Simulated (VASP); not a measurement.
Data:

```xyz
2
Lattice="3.2783 0.0000 0.0000 0.0000 3.2783 0.0000 0.0000 0.0000 4.7098" Properties=species:S:1:pos:R:3 pbc="T T T"
Ga     1.6391     1.6391     2.3549
Bi     0.0000     0.0000     4.7098
```

Computed with PBEsol GGA, VASP's PBE PAW potentials (set 64) (plane waves; VASP). Numerical set-up: 400 eV cut-off, Gaussian smearing of 0.050 eV, potentials Ga_d Bi_d.

Question: Give the energies of bands 12 to 17 at the high-symmetry points, in eV from the Fermi level.

Answer: 
| band | Γ | X | M | Z | R | A |
|---|---|---|---|---|---|---|
| 12 | -5.35 | -7.10 | -3.86 | -8.45 | -5.34 | -3.01 |
| 13 | -3.81 | -1.07 | -3.86 | 2.84 | -5.29 | -2.86 |
| 14 | 2.19 | -0.62 | -3.42 | 2.91 | -4.25 | -2.86 |
| 15 | 2.19 | -0.47 | 1.50 | 3.27 | 5.28 | -0.48 |
| 16 | 5.69 | 1.01 | 2.35 | 3.27 | 5.94 | -0.47 |
| 17 | 6.64 | 4.98 | 2.35 | 5.33 | 5.95 | -0.47 |

It has no gap at this level: it comes out as a metal or semimetal.

The structure was generated: GaBi was put into the CuAu type (P4/mmm), which need not be its known phase. It was relaxed first, which changed the volume by +23 %.
